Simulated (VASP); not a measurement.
Method: PBEsol GGA, VASP's PBE PAW potentials (set 64) (plane waves; VASP).

VASP input:

**POSCAR**
```
PtSe2
1
    1.8862792961    -3.2671318304    -0.0000000000
    1.8862792961     3.2671318304     0.0000000000
    0.0000000000     0.0000000000     4.8894208521
Pt Se
1 2
Direct
  0.0000000000   0.0000000000   0.0000000000
  0.3333330000   0.6666670000   0.2564063795
  0.6666670000   0.3333330000   0.7435936205
```

### INCAR
```
! general
SYSTEM =PtSe2
PREC   =Accurate
ENCUT  =520
LREAL  =F
LASPH  =T

! electronic loop
EDIFF  =1E-6
NELM   =100
ALGO   =Normal
LMAXMIX=6

! smearing
ISMEAR =1
SIGMA  =0.1

! functional
GGA    =PS

! ions
IBRION =2
NSW    =60
ISIF   =3
EDIFFG =-0.02

! output
LWAVE  =F
LCHARG =F
```

**KPOINTS**
```
Automatic mesh
0
gamma
  9 9 6
```

POTCAR, in this order: Pt Se (PBE.64 set). Program: vasp_std.

The resulting files:

### OSZICAR
```
       N       E                     dE             d eps       ncg     rms          rms(c)
DAV:   1     0.113151045193E+03    0.11315E+03   -0.10243E+04  1900   0.129E+03
DAV:   2    -0.118685888031E+02   -0.12502E+03   -0.12212E+03  2393   0.237E+02
DAV:   3    -0.167095986773E+02   -0.48410E+01   -0.48056E+01  2294   0.499E+01
DAV:   4    -0.167467907427E+02   -0.37192E-01   -0.36638E-01  2224   0.475E+00
DAV:   5    -0.167472210779E+02   -0.43034E-03   -0.43034E-03  2343   0.467E-01    0.130E+01
DAV:   6    -0.161493461543E+02    0.59787E+00   -0.54523E+00  1895   0.227E+01    0.780E+00
DAV:   7    -0.159307726519E+02    0.21857E+00   -0.10108E+00  1881   0.109E+01    0.379E+00
DAV:   8    -0.159057072434E+02    0.25065E-01   -0.75527E-02  1993   0.200E+00    0.877E-01
DAV:   9    -0.159017344323E+02    0.39728E-02   -0.10360E-02  2070   0.107E+00    0.206E-01
DAV:  10    -0.159017874326E+02   -0.53000E-04   -0.13140E-03  2098   0.276E-01    0.399E-02
DAV:  11    -0.159017847709E+02    0.26617E-05   -0.63790E-05  2294   0.821E-02    0.191E-02
DAV:  12    -0.159017840871E+02    0.68377E-06   -0.83678E-06  2021   0.264E-02
   1 F= -.15901784E+02 E0= -.15901735E+02  d E =-.159018E+02
       N       E                     dE             d eps       ncg     rms          rms(c)
DAV:   1    -0.159052816548E+02   -0.34969E-02   -0.11525E-01  1860   0.251E+00    0.224E-01
DAV:   2    -0.159040610404E+02    0.12206E-02   -0.51802E-03  2203   0.599E-01    0.105E-01
DAV:   3    -0.159037923924E+02    0.26865E-03   -0.70210E-04  2043   0.203E-01    0.509E-02
DAV:   4    -0.159037413832E+02    0.51009E-04   -0.24872E-04  2126   0.141E-01    0.310E-02
DAV:   5    -0.159037403145E+02    0.10687E-05   -0.10355E-05  2182   0.256E-02    0.133E-02
DAV:   6    -0.159037406956E+02   -0.38118E-06   -0.18779E-06  1308   0.986E-03
   2 F= -.15903741E+02 E0= -.15903710E+02  d E =-.195661E-02
       N       E                     dE             d eps       ncg     rms          rms(c)
DAV:   1    -0.159060410408E+02   -0.23007E-02   -0.11852E-01  1874   0.254E+00    0.227E-01
DAV:   2    -0.159047875552E+02    0.12535E-02   -0.53550E-03  2210   0.610E-01    0.107E-01
DAV:   3    -0.159045133598E+02    0.27420E-03   -0.71923E-04  2050   0.206E-01    0.513E-02
DAV:   4    -0.159044616348E+02    0.51725E-04   -0.25567E-04  2140   0.143E-01    0.314E-02
DAV:   5    -0.159044606643E+02    0.97046E-06   -0.10585E-05  2189   0.260E-02    0.135E-02
DAV:   6    -0.159044610773E+02   -0.41299E-06   -0.19446E-06  1327   0.100E-02
   3 F= -.15904461E+02 E0= -.15904464E+02  d E =-.267699E-02
       N       E                     dE             d eps       ncg     rms          rms(c)
DAV:   1    -0.159044695305E+02   -0.88662E-05   -0.48249E-04  1874   0.162E-01    0.142E-02
DAV:   2    -0.159044646027E+02    0.49278E-05   -0.21882E-05  2210   0.388E-02    0.677E-03
DAV:   3    -0.159044635686E+02    0.10341E-05   -0.27342E-06  1443   0.129E-02    0.328E-03
DAV:   4    -0.159044633925E+02    0.17606E-06   -0.11191E-06   958   0.923E-03
   4 F= -.15904463E+02 E0= -.15904468E+02  d E =-.267931E-02
       N       E                     dE             d eps       ncg     rms          rms(c)
DAV:   1    -0.159046819343E+02   -0.21837E-03   -0.23159E-02  1874   0.104E+00    0.112E-01
DAV:   2    -0.159046155506E+02    0.66384E-04   -0.11966E-03  2189   0.286E-01    0.665E-02
DAV:   3    -0.159045725240E+02    0.43027E-04   -0.10138E-04  2063   0.962E-02    0.340E-02
DAV:   4    -0.159045591468E+02    0.13377E-04   -0.53487E-05  2105   0.551E-02    0.104E-02
DAV:   5    -0.159045586892E+02    0.45753E-06   -0.22899E-06  1611   0.120E-02
   5 F= -.15904559E+02 E0= -.15904562E+02  d E =-.952967E-04
       N       E                     dE             d eps       ncg     rms          rms(c)
DAV:   1    -0.159045680012E+02   -0.88544E-05   -0.82508E-04  1874   0.197E-01    0.215E-02
DAV:   2    -0.159045656996E+02    0.23016E-05   -0.41673E-05  2189   0.532E-02    0.125E-02
DAV:   3    -0.159045643274E+02    0.13721E-05   -0.35902E-06  1705   0.181E-02    0.628E-03
DAV:   4    -0.159045640926E+02    0.23488E-06   -0.19569E-06   974   0.108E-02
   6 F= -.15904564E+02 E0= -.15904568E+02  d E =-.100700E-03
       N       E                     dE             d eps       ncg     rms          rms(c)
DAV:   1    -0.159048242253E+02   -0.25990E-03   -0.77583E-03  1874   0.657E-01    0.789E-02
DAV:   2    -0.159046988819E+02    0.12534E-03   -0.85614E-04  1951   0.306E-01    0.446E-02
DAV:   3    -0.159046673323E+02    0.31550E-04   -0.72140E-05  2175   0.949E-02    0.158E-02
DAV:   4    -0.159046606942E+02    0.66382E-05   -0.45704E-05  1937   0.407E-02    0.643E-03
DAV:   5    -0.159046605943E+02    0.99895E-07   -0.21626E-06  1580   0.120E-02
   7 F= -.15904661E+02 E0= -.15904662E+02  d E =-.965017E-04
       N       E                     dE             d eps       ncg     rms          rms(c)
DAV:   1    -0.159063608176E+02   -0.17001E-02   -0.70155E-02  1860   0.198E+00    0.237E-01
DAV:   2    -0.159052284287E+02    0.11324E-02   -0.77495E-03  1937   0.918E-01    0.133E-01
DAV:   3    -0.159049436241E+02    0.28480E-03   -0.65167E-04  2182   0.285E-01    0.471E-02
DAV:   4    -0.159048821707E+02    0.61453E-04   -0.40940E-04  1923   0.122E-01    0.194E-02
DAV:   5    -0.159048811994E+02    0.97138E-06   -0.18983E-05  2056   0.350E-02    0.130E-02
DAV:   6    -0.159048816582E+02   -0.45881E-06   -0.18673E-06  1518   0.135E-02
   8 F= -.15904882E+02 E0= -.15904876E+02  d E =-.317566E-03
       N       E                     dE             d eps       ncg     rms          rms(c)
DAV:   1    -0.159109165184E+02   -0.60353E-02   -0.28165E-01  1860   0.396E+00    0.473E-01
DAV:   2    -0.159063763553E+02    0.45402E-02   -0.30878E-02  1937   0.183E+00    0.263E-01
DAV:   3    -0.159052508537E+02    0.11255E-02   -0.25894E-03  2196   0.566E-01    0.932E-02
DAV:   4    -0.159050028386E+02    0.24802E-03   -0.16073E-03  1923   0.244E-01    0.384E-02
DAV:   5    -0.159049998120E+02    0.30266E-05   -0.70391E-05  2042   0.664E-02    0.256E-02
DAV:   6    -0.159050013203E+02   -0.15083E-05   -0.70566E-06  2175   0.252E-02    0.832E-03
DAV:   7    -0.159050018696E+02   -0.54935E-06   -0.10016E-06  1049   0.852E-03
   9 F= -.15905002E+02 E0= -.15904990E+02  d E =-.437777E-03
```

File OUTCAR:
```
------------------------ aborting loop because EDIFF is reached ----------------------------------------
  FORCE on cell =-STRESS in cart. coord.  units (eV):
  Direction    XX          YY          ZZ          XY          YZ          ZX
  --------------------------------------------------------------------------------------
  Total        0.0021776      0.0021776      0.0188109      0.0000000      0.0000000      0.0000000
  in kB        0.0586319      0.0586320      0.5064781      0.0000000      0.0000000      0.0000000
  external PRESSURE =       0.2079140 kB  Pullay stress =       0.0000000 kB
  volume of cell :       59.51
      direct lattice vectors                 reciprocal lattice vectors
     1.879847765 -3.255992090  0.000000000     0.265978985 -0.153563027 -0.000000000
     1.879847765  3.255992090 -0.000000000     0.265978985  0.153563027  0.000000000
    -0.000000000 -0.000000000  4.860973003    -0.000000000  0.000000000  0.205720130
 POSITION                                       TOTAL-FORCE (eV/Angst)
 -----------------------------------------------------------------------------------
      0.00000     -0.00000      0.00000         0.000000      0.000000     -0.000000
      1.87985      1.08533      1.27003         0.000000     -0.000000     -0.000883
      1.87985     -1.08533      3.59095        -0.000000      0.000000      0.000883
 -----------------------------------------------------------------------------------
    total drift:                                0.000000     -0.000000      0.000000
  FREE ENERGIE OF THE ION-ELECTRON SYSTEM (eV)
  ---------------------------------------------------
  free  energy   TOTEN  =       -15.9050018696 eV

  energy  without entropy=      -15.9049648543  energy(sigma->0) =      -15.90498953

 reached required accuracy - stopping structural energy minimisation
```
(Selected blocks of OUTCAR.)

### CONTCAR
```
PtSe2
   1.00000000000000
     1.8798477652110377   -3.2559920895321839    0.0000000000000000
     1.8798477652110377    3.2559920895321839   -0.0000000000000000
    -0.0000000000000000   -0.0000000000000001    4.8609730028425062
  Pt              Se
     1     2
Direct
     0.0000000000000000    0.0000000000000000    0.0000000000000000
     0.3333330000000032    0.6666669999999968    0.2612697859245080
     0.6666669999999968    0.3333330000000032    0.7387302140754921
```

Without a dispersion term in the relaxation, distances and binding between the weakly bound layers, chains or molecules are unreliable, and so is what depends on them.

The compound is PtSe2 in the 1T layered structure. This run relaxes it. Symmetry was kept, so distortions that lower it aren't found. The start is the result of an earlier pass.
